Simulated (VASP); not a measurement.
Given:

```xyz
4
Lattice="3.9024 0.0000 0.0000 0.0000 3.9024 0.0000 0.0000 0.0000 3.9024" Properties=species:S:1:pos:R:3 pbc="T T T"
Ti     0.0000     0.0000     0.0000
Pt     0.0000     1.9512     1.9512
Pt     1.9512     0.0000     1.9512
Pt     1.9512     1.9512     0.0000
```

Calculation: revTPSS meta-GGA, VASP's PBE PAW potentials (set 64) (plane waves; VASP). Numerical set-up: 520 eV cut-off, 9×9×9 Γ-centred mesh, tetrahedra with Blöchl corrections, potentials Ti_sv Pt.

### Question
Give the energies of bands 11 to 24 at the high-symmetry points, in eV from the Fermi level.

### Answer

```
band      Γ      X      M      R
----  -----  -----  -----  -----
11    -6.80  -5.15  -4.93  -4.56
12    -3.69  -4.77  -4.93  -3.74
13    -3.69  -4.43  -4.42  -3.74
14    -3.69  -4.43  -4.42  -3.74
15    -1.77  -3.65  -4.22  -3.12
16    -1.77  -3.18  -3.28  -3.12
17    -0.61  -2.74  -3.21  -1.06
18    -0.01  -2.74  -3.21  -0.81
19    -0.01  -2.68  -2.54  -0.81
20    -0.01  -1.46  -2.38  -0.81
21     1.39  -0.25  -2.30  -0.51
22     1.39  -0.25   0.18  -0.51
23     1.53   0.00   0.18  -0.51
24     1.53   0.46   0.37   1.17
```

It has no gap at this level: it comes out as a metal or semimetal.

The compound is Pt3Ti in the L1_2 structure. It was relaxed first.
